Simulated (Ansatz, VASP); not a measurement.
## CdS (Greenockite): VASP beside Ansatz

Wanted: the spread between two codes on one cell, functional and k mesh. The cell is taken from a series of runs on this material, whose earlier steps may have relaxed, scaled, displaced or heated it; both programs get it as it stands.

Method: plane waves, with VASP 6.6.1 beside it; zone-centre phonons at LDA, in Ansatz 0.2.0.

### Step 1. Starting point

It takes space group P6_3mc (No. 186, hexagonal). The conventional cell has a = 4.074 Å, b = 4.074 Å, c = 6.638 Å, α = 90.00°, β = 90.00°, γ = 120.00°. Nearest to Cd lie 4 S at 2.49 to 2.50 Å. Nearest to S lie 4 Cd at 2.49 to 2.50 Å. Farther neighbours and most contacts between anions are not listed.

Coordinates:

```xyz
4
Lattice="4.0735 0.0000 0.0000 -2.0368 3.5278 0.0000 0.0000 0.0000 6.6383" Properties=species:S:1:pos:R:3 pbc="T T T"
Cd    0.0000    2.3519    6.6347
Cd    2.0368    1.1759    3.3156
S     0.0000    2.3519    2.4929
S     2.0368    1.1759    5.8120
```

### Step 2. VASP: zone-centre phonons, LDA

Second derivatives magnify differences that forces hide, and they need a tight electronic threshold.

Lines of VASP's logs that name or quote its potential files are left out, and so is its time.

Contents of INCAR:

```
SYSTEM = CdS
PREC = Accurate
ENCUT = 500
EDIFF = 1E-08
NELM = 120
ISMEAR = 0
SIGMA = 0.01
LREAL = .FALSE.
ALGO = Normal
GGA = PW92
NBANDS = 24
LORBIT = 11
LWAVE = .FALSE.
LCHARG = .FALSE.
ISIF = 2
IBRION = 8
LEPSILON = .TRUE.
LASPH = .TRUE.
GGA_COMPAT = .FALSE.
EFERMI = MIDGAP
KPAR = 2
```

Contents of POSCAR:

```
CdS
1.0
    4.0735340762      0.0000000000      0.0000000000
   -2.0367670381      3.5277839932      0.0000000000
    0.0000000000      0.0000000000      6.6382534620
Cd S
2 2
Direct
    0.3333333334      0.6666666668      0.9994642977
    0.6666666668      0.3333333334      0.4994642977
    0.3333333334      0.6666666668      0.3755357023
    0.6666666668      0.3333333334      0.8755357023
```

Contents of KPOINTS:

```
Automatic mesh
0
Gamma
9 9 4
0 0 0
```

PAW data sets: Cd and S (LDA family, release 64).

On the command line:

```
$ mpirun -np 2 vasp_std
```

Numbers of over 12 decimals in the logs are rounded to 6 here.

What it wrote:

```text
[banner, memory and clock lines left out]
running    2 mpi-ranks, on    1 nodes
 distrk:  each k-point on    1 cores,    2 groups
 distr:  one band on    1 cores,    1 groups

 POSCAR found type information on POSCAR CdS
 POSCAR found :  2 types and       4 ions
|                                                                             |
|               ----> ADVICE to this user running VASP <----                  |
|                                                                             |
|     You enforced a specific xc type in the INCAR file but a different       |
|     [... a line on the potential file left out ...]
|     I HOPE YOU KNOW WHAT YOU ARE DOING!                                     |
|                                                                             |

 LDA part: xc-table for (Slater(with rela. corr.)+PW92), standard interpolation
 POSCAR, INCAR and KPOINTS ok, starting setup
 FFT: planning ... GRIDC
 FFT: planning ... GRID_SOFT
 FFT: planning ... GRID
 WAVECAR not read
 entering main loop
       N       E                     dE             d eps       ncg     rms          rms(c)
DAV:   1     0.247236975578E+03    0.24724E+03   -0.17470E+04  1728   0.135E+03
DAV:   2    -0.319740802492E+01   -0.25043E+03   -0.24319E+03  1976   0.342E+02
DAV:   3    -0.157195537596E+02   -0.12522E+02   -0.12480E+02  2136   0.779E+01
DAV:   4    -0.158395696598E+02   -0.12002E+00   -0.11997E+00  2024   0.749E+00
DAV:   5    -0.158416640186E+02   -0.20944E-02   -0.20941E-02  2216   0.946E-01    0.125E+01
DAV:   6    -0.148598526462E+02    0.98181E+00   -0.20541E+00  2320   0.160E+01    0.951E+00
DAV:   7    -0.148277512522E+02    0.32101E-01   -0.77992E-01  2016   0.504E+00    0.363E+00
DAV:   8    -0.148130863128E+02    0.14665E-01   -0.13321E-01  2056   0.370E+00    0.575E-01
DAV:   9    -0.148114306859E+02    0.16556E-02   -0.20595E-02  2160   0.190E+00    0.164E-01
DAV:  10    -0.148111383750E+02    0.29231E-03   -0.12881E-03  2208   0.425E-01    0.780E-02
DAV:  11    -0.148111511974E+02   -0.12822E-04   -0.12628E-04  2080   0.720E-02    0.904E-02
DAV:  12    -0.148111594031E+02   -0.82057E-05   -0.19699E-05  2064   0.221E-02    0.125E-01
DAV:  13    -0.148112209447E+02   -0.61542E-04   -0.28961E-04  1800   0.757E-02    0.185E-01
DAV:  14    -0.148114803009E+02   -0.25936E-03   -0.41773E-04  1968   0.926E-02    0.421E-01
DAV:  15    -0.148112639977E+02    0.21630E-03   -0.18909E-04  1784   0.847E-02    0.267E-01
DAV:  16    -0.148111656839E+02    0.98314E-04   -0.24160E-04  1904   0.683E-02    0.662E-02
DAV:  17    -0.148111602785E+02    0.54055E-05   -0.26260E-05  2072   0.239E-02    0.572E-03
DAV:  18    -0.148111608514E+02   -0.57292E-06   -0.13430E-06  2000   0.556E-03    0.198E-02
DAV:  19    -0.148111605158E+02    0.33557E-06   -0.27665E-07  1928   0.331E-03    0.112E-02
DAV:  20    -0.148111602960E+02    0.21982E-06   -0.11434E-06  1816   0.466E-03    0.315E-03
DAV:  21    -0.148111602912E+02    0.48199E-08   -0.37292E-08  1976   0.132E-03
   1 F= -.14811160E+02 E0= -.14811160E+02  d E =0.000000E+00
 Linear response reoptimize wavefunctions to high precision
DAV:   1    -0.148111602892E+02    0.19681E-08   -0.40748E-09  1320   0.347E-04
DAV:   2    -0.148111602892E+02   -0.19554E-10   -0.17782E-10   952   0.788E-05
 Linear response G [H, r] |phi>, progress :
  Direction:   1
       N       E                     dE             d eps       ncg     rms
RMM:   1    -0.154891633695E+03   -0.15489E+03    0.13769E+02  3379   0.895E+01
RMM:   2    -0.147737256458E+03    0.71544E+01   -0.16438E+01  2861   0.239E+01
RMM:   3    -0.147908094023E+03   -0.17084E+00   -0.44150E-01  2904   0.359E+00
RMM:   4    -0.147911023690E+03   -0.29297E-02   -0.10968E-02  3009   0.504E-01
RMM:   5    -0.147911127643E+03   -0.10395E-03   -0.36886E-04  3081   0.909E-02
RMM:   6    -0.147911135592E+03   -0.79495E-05   -0.74275E-06  3169   0.166E-02
RMM:   7    -0.147911136815E+03   -0.12225E-05   -0.32807E-06  3189   0.357E-03
RMM:   8    -0.147911136872E+03   -0.57379E-07   -0.10779E-05  2840   0.974E-04
RMM:   9    -0.147911136947E+03   -0.74725E-07    0.17345E-06  2185   0.486E-04
RMM:  10    -0.147911136948E+03   -0.93996E-09    0.14408E-05  1839   0.371E-04
RMM:  11    -0.147911137001E+03   -0.53475E-07    0.12438E-05  1432   0.356E-04
RMM:  12    -0.147911137155E+03   -0.15345E-06    0.85861E-06  1379   0.355E-04
RMM:  13    -0.147911137075E+03    0.79296E-07    0.14035E-05  1351   0.354E-04
 Linear response G [H, r] |phi>, progress :
  Direction:   2
       N       E                     dE             d eps       ncg     rms
RMM:   1    -0.166253796675E+03   -0.16625E+03    0.72095E-01  3289   0.882E+01
RMM:   2    -0.158206786070E+03    0.80470E+01   -0.15724E+01  2865   0.238E+01
RMM:   3    -0.158389499196E+03   -0.18271E+00   -0.38794E-01  2896   0.348E+00
[...]
RMM:   4    -0.154495725916E+01   -0.15002E-01   -0.76621E-02  7662   0.113E+00    0.291E-01
RMM:   5    -0.156168552927E+01   -0.16728E-01   -0.32121E-03  7503   0.283E-01    0.439E-02
RMM:   6    -0.156470823921E+01   -0.30227E-02   -0.23617E-04  7951   0.723E-02    0.223E-02
RMM:   7    -0.156486860907E+01   -0.16037E-03   -0.10028E-05  7955   0.201E-02    0.308E-03
RMM:   8    -0.156494974059E+01   -0.81132E-04   -0.44091E-06  7973   0.448E-03    0.131E-03
[...]
RMM:   9    -0.160561330776E+01   -0.18254E-04    0.44489E-06  2733   0.137E-03    0.496E-04
RMM:  10    -0.160562723456E+01   -0.13927E-04    0.31233E-06  3026   0.376E-04    0.154E-04
RMM:  11    -0.160562450372E+01    0.27308E-05   -0.10236E-06  2595   0.186E-04    0.291E-05
RMM:  12    -0.160562431064E+01    0.19308E-06   -0.66166E-07  1584   0.587E-05    0.743E-06
 change of polarisation eV/A/(eV/A) component  3 :    -0.226    -0.202     3.068
 dielectric tensor                  component  3 :    -0.429    -0.384     6.819
 Linear response DOF=           4
 Linear response progress:
  Degree of freedom:   1/  4
       N       E                     dE             d eps       ncg     rms          rms(c)
RMM:   1    -0.432146347111E+00   -0.43215E+00   -0.21405E-01 13373   0.295E+00
RMM:   2    -0.431454651924E+00    0.69170E-03   -0.22519E-03 11852   0.325E-01    0.158E-01
RMM:   3    -0.431126244126E+00    0.32841E-03   -0.34941E-05 13286   0.418E-02    0.932E-02
RMM:   4    -0.430729084607E+00    0.39716E-03   -0.13887E-05 13244   0.301E-02    0.609E-03
RMM:   5    -0.430736253028E+00   -0.71684E-05    0.11448E-07 13877   0.254E-03    0.265E-03
RMM:   6    -0.430762857170E+00   -0.26604E-04   -0.79854E-07 13522   0.171E-03    0.228E-04
RMM:   7    -0.430761014537E+00    0.18426E-05   -0.81562E-08 14050   0.235E-04    0.104E-04
RMM:   8    -0.430761162229E+00   -0.14769E-06   -0.42497E-08 13610   0.117E-04    0.223E-05
RMM:   9    -0.430761028339E+00    0.13389E-06   -0.46767E-08 14166   0.199E-05    0.820E-06
RMM:  10    -0.430761015981E+00    0.12358E-07   -0.46265E-09 13959   0.860E-06    0.142E-06
RMM:  11    -0.430761013383E+00    0.25978E-08   -0.42524E-09 11961   0.278E-06    0.686E-07
 first order change of Fermi-energy  -0.48556E-01
 force on displaced ion       1 direction 1 :  -5.783   0.000  -0.000
 Born effective charge ion    1 direction 1 :   2.074  -0.000  -0.000
 Linear response progress:
  Degree of freedom:   2/  4
       N       E                     dE             d eps       ncg     rms          rms(c)
RMM:   1    -0.443780044540E+00   -0.44378E+00   -0.21432E-01  3527   0.296E+00
RMM:   2    -0.442560907048E+00    0.12191E-02   -0.25056E-03  3171   0.339E-01    0.171E-01
RMM:   3    -0.442108278559E+00    0.45263E-03   -0.12894E-04  3573   0.539E-02    0.968E-02
RMM:   4    -0.441657801086E+00    0.45048E-03   -0.11487E-04  3455   0.430E-02    0.232E-02
RMM:   5    -0.441582123954E+00    0.75677E-04   -0.20649E-05  3616   0.151E-02    0.943E-03
RMM:   6    -0.441611558110E+00   -0.29434E-04   -0.22107E-06  3176   0.539E-03    0.240E-03
RMM:   7    -0.441614651959E+00   -0.30938E-05   -0.18678E-07  3678   0.170E-03    0.470E-04
RMM:   8    -0.441615748756E+00   -0.10968E-05    0.24185E-08  3622   0.418E-04    0.176E-04
RMM:   9    -0.441614686969E+00    0.10618E-05   -0.86608E-09  3677   0.202E-04    0.429E-05
RMM:  10    -0.441614798328E+00   -0.11136E-06   -0.87097E-09  3597   0.575E-05    0.209E-05
RMM:  11    -0.441614733482E+00    0.64845E-07   -0.60819E-08  3721   0.186E-05    0.389E-06
RMM:  12    -0.441614748726E+00   -0.15244E-07   -0.50191E-09  3317   0.443E-06    0.156E-06
RMM:  13    -0.441614756084E+00   -0.73578E-08   -0.31654E-09  2804   0.194E-06    0.507E-07
 first order change of Fermi-energy  -0.66439E-02
 force on displaced ion       1 direction 3 :  -0.000  -0.000  -7.201
 Born effective charge ion    1 direction 3 :   0.000  -0.000   2.176
 Linear response progress:
  Degree of freedom:   3/  4
       N       E                     dE             d eps       ncg     rms          rms(c)
RMM:   1    -0.107564813164E+00   -0.10756E+00    0.32536E-02 19470   0.160E+00
RMM:   2    -0.105809142390E+00    0.17557E-02   -0.32240E-03 12129   0.336E-01    0.175E-01
RMM:   3    -0.106041222126E+00   -0.23208E-03   -0.16527E-04 12834   0.645E-02    0.937E-02
RMM:   4    -0.106354008578E+00   -0.31279E-03   -0.99639E-05 13066   0.431E-02    0.149E-02
RMM:   5    -0.106322595167E+00    0.31413E-04   -0.48983E-06 13357   0.963E-03    0.593E-03
RMM:   6    -0.106315267513E+00    0.73277E-05   -0.24538E-07 13635   0.199E-03    0.335E-03
RMM:   7    -0.106326090856E+00   -0.10823E-04   -0.32782E-07 13058   0.128E-03    0.717E-04
RMM:   8    -0.106324582479E+00    0.15084E-05   -0.52710E-07 13785   0.322E-04    0.114E-04
RMM:   9    -0.106323539585E+00    0.10429E-05   -0.83278E-08 13328   0.128E-04    0.615E-05
RMM:  10    -0.106323760990E+00   -0.22140E-06    0.86906E-08 13242   0.319E-05    0.759E-06
RMM:  11    -0.106323842007E+00   -0.81016E-07    0.21929E-08 13583   0.132E-05    0.563E-06
RMM:  12    -0.106323796509E+00    0.45497E-07    0.21948E-08 11744   0.483E-06    0.249E-06
RMM:  13    -0.106323794901E+00    0.16082E-08   -0.87461E-09  9318   0.168E-06    0.279E-07
 first order change of Fermi-energy  -0.25093E-01
 force on displaced ion       3 direction 1 :  -6.372   0.000   0.000
 Born effective charge ion    3 direction 1 :  -2.086  -0.000  -0.000
 Linear response progress:
  Degree of freedom:   4/  4
       N       E                     dE             d eps       ncg     rms          rms(c)
RMM:   1    -0.122728489927E+00   -0.12273E+00    0.36643E-02  5172   0.161E+00
RMM:   2    -0.120456613621E+00    0.22719E-02   -0.32299E-03  3184   0.365E-01    0.221E-01
RMM:   3    -0.120657259709E+00   -0.20065E-03   -0.23843E-04  3371   0.706E-02    0.120E-01
RMM:   4    -0.120876582084E+00   -0.21932E-03   -0.10660E-04  3416   0.436E-02    0.254E-02
RMM:   5    -0.120844704584E+00    0.31878E-04   -0.40256E-06  3448   0.121E-02    0.658E-03
RMM:   6    -0.120840478471E+00    0.42261E-05    0.10578E-06  3463   0.260E-03    0.336E-03
RMM:   7    -0.120844538354E+00   -0.40599E-05   -0.14969E-07  3522   0.129E-03    0.592E-04
RMM:   8    -0.120844171805E+00    0.36655E-06   -0.31820E-07  3591   0.247E-04    0.190E-04
RMM:   9    -0.120844310611E+00   -0.13881E-06   -0.40505E-09  3599   0.123E-04    0.396E-05
RMM:  10    -0.120844173157E+00    0.13745E-06    0.70471E-08  3579   0.341E-05    0.136E-05
RMM:  11    -0.120844157766E+00    0.15391E-07   -0.17666E-08  3596   0.133E-05    0.430E-06
RMM:  12    -0.120844188382E+00   -0.30615E-07   -0.32908E-09  3166   0.399E-06    0.246E-06
RMM:  13    -0.120844187821E+00    0.56075E-09    0.78244E-11  2781   0.190E-06    0.534E-07
 first order change of Fermi-energy   0.65372E-02
 force on displaced ion       3 direction 3 :   0.000  -0.000  -8.291
 Born effective charge ion    3 direction 3 :   0.000  -0.000  -2.194
 Born effective charges drift removed
 Linear response finished
```

[end of part 1 of 3]

[Lines on the potential files, build, host, timing and source positions are cut from VASP's logs without a mark.]

[Logs are printed without paths, hosts, clocks, repeated set-up lines and the standing remarks that a program may print on its own settings, such as how far it seeks lower states.]

[Hosts, paths, dates, database ids (printed as entryN), source tags and the programs' standing remarks are cut or masked in the printed files.]
